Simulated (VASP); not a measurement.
## TiZr₃C₄ (ordered alloy cell): computed properties

Level of theory: PBEsol GGA, VASP's PBE PAW potentials (set 64) (plane waves; VASP).

```yaml
space_group: R-3m (166)
cell: a = b = 3.2468 Å, c = 31.6810 Å, α = β = 90.00°, γ = 120.00°
volume_per_atom: 12.05 Å^3/atom
band gap (over mesh and band path): none (metal, semimetal or under 0.01 eV)
density: 6.37 g/cm³
```

```xyz
8
Lattice="0.0000 2.2958 2.2958 2.2958 0.0000 2.2958 9.1581 9.1581 0.0252" Properties=species:S:1:pos:R:3 pbc="T T T"
Zr     9.1101     9.1101     0.0732
Zr     2.2895     2.2895     0.0063
Zr     6.9229     6.9229     4.5562
C      2.2693     2.2693     2.3223
C      4.6056     4.6056     2.2819
C      6.9418     6.9418     2.2415
C      9.0912     9.0912     2.3879
Ti     6.8686     6.8686     0.0189
```

The structure was generated: TiZr3C4 was put into an ordered model structure (R-3m), which need not be its known phase. It was relaxed first. Symmetry was kept, so distortions that lower it aren't found.
